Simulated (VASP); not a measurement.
Consider the following.

```
NaPd3Sn2
1.0
    5.88826     0.00000     0.00000
   -2.94413     5.09939     0.00000
    0.00000     0.00000     4.34897
Na Sn Pd
1 2 3
Direct
  0.00000   0.00000   0.19263
  0.66667   0.33333   0.49615
  0.33333   0.66667   0.49615
  0.00000   0.50000   0.99502
  0.50000   0.00000   0.99502
  0.50000   0.50000   0.99502
```

These are PBEsol GGA, VASP's PBE PAW potentials (set 64) (plane waves; VASP) values and carry that method's errors. Run with 300 eV cut-off, 5×5×5 Γ-centred mesh, Gaussian smearing of 0.050 eV, potentials Na_pv Sn_d Pd.

Problem. Give the energies of bands 23 to 36 at the high-symmetry points, in eV from the Fermi level.

Solution. 
```tsv
band	Γ	M	K	A	L	H
23	-2.94	-2.78	-2.85	-2.28	-2.79	-2.91
24	-2.94	-2.64	-2.77	-2.28	-2.68	-2.76
25	-2.03	-2.55	-2.38	-2.14	-2.63	-2.53
26	-2.03	-2.55	-2.31	-2.14	-2.54	-2.53
27	-1.87	-2.48	-2.30	-1.95	-2.35	-2.40
28	-1.73	-2.44	-2.30	-1.75	-2.27	-2.00
29	-1.73	-1.97	-2.23	-1.75	-2.05	-2.00
30	-0.98	-1.75	-2.23	-1.66	-2.04	-1.90
31	-0.73	-1.62	-1.40	-1.66	-1.89	-1.86
32	-0.32	0.02	0.80	-1.63	-1.72	-1.86
33	-0.32	1.24	0.80	-0.73	-1.14	-1.12
34	0.79	2.25	2.14	0.12	1.25	-0.18
35	0.79	2.99	2.14	2.50	1.37	2.61
36	2.74	3.05	3.17	2.50	2.12	2.61
```

It has no gap at this level: it comes out as a metal or semimetal.

The structure comes from a computed database's NaSn2Pd3 entry (P6mm); how it stands against other phases isn't given here. The cell was not relaxed at this level. The electron count is odd and the run is not spin-polarised, which forces a metal.
